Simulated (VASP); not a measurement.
These are PBE GGA, VASP's PBE PAW potentials (set 64) (plane waves; VASP) values and carry that method's errors.

VASP ran on this input.

**KPOINTS**
```
Automatic mesh
0
Gamma
2 2 2
0 0 0
```

POSCAR:
```
YN
1
    0.0000000000     2.4075060000     2.4799110000
    2.5015070000     0.0000000000     2.4799110000
    2.5015070000     2.4075060000     0.0000000000
Y N
1 1
Direct
  0.0000000000   0.0000000000   0.0000000000
  0.4947220000   0.5052780000   0.5052780000
```

### INCAR
```
ALGO=Normal
EDIFF=1E-6
ENCUT=520
GGA=PE
ISIF=2
ISMEAR=0
LASPH=.TRUE.
LCHARG=.FALSE.
LMAXMIX=4
LREAL=.FALSE.
LWAVE=.FALSE.
NELM=100
PREC=Accurate
SIGMA=0.05
SYSTEM=YN
```

POTCAR, in this order: Y_sv N (PBE.64 set). Program: vasp_std.

Gaps are read on the run's mesh, which can miss a band edge.

Q: Predict the energy per atom (σ→0), largest force, band gap (on the k-mesh).

A: 
```json
{
 "energy per atom (σ→0)": "-8.588 eV/atom",
 "band gap (on the k-mesh)": "none (metal, semimetal or under 0.01 eV)",
 "largest_force": "0.856 eV/Å"
}
```

### OSZICAR
```
...
DAV:  17    -0.171857641488E+02    0.72476E-03   -0.18603E-04   140   0.135E-01    0.167E+00
DAV:  18    -0.171846021459E+02    0.11620E-02   -0.94907E-04   140   0.265E-01    0.796E-01
DAV:  19    -0.171845915387E+02    0.10607E-04   -0.70411E-05   144   0.900E-02    0.529E-01
DAV:  20    -0.171845834955E+02    0.80432E-05   -0.22491E-05   156   0.388E-02    0.322E-01
DAV:  21    -0.171845642101E+02    0.19285E-04   -0.36881E-05   132   0.639E-02    0.597E-02
DAV:  22    -0.171845621008E+02    0.21093E-05   -0.30231E-06   144   0.175E-02    0.458E-02
DAV:  23    -0.171845612908E+02    0.81004E-06   -0.72897E-06   132   0.181E-02
   1 F= -.17184561E+02 E0= -.17176943E+02  d E =-.152370E-01
```

The compound is YN in the rock salt structure. The cell was not relaxed at this level, atoms are displaced from their ideal sites. The k-mesh is coarse (spacing up to 1.11 per Å, 2π included), so the numbers may not be converged in it. The run is one of a series of settings (KPOINTS 2×2×2 Γ-centred mesh against the base run), some of them coarse on purpose.
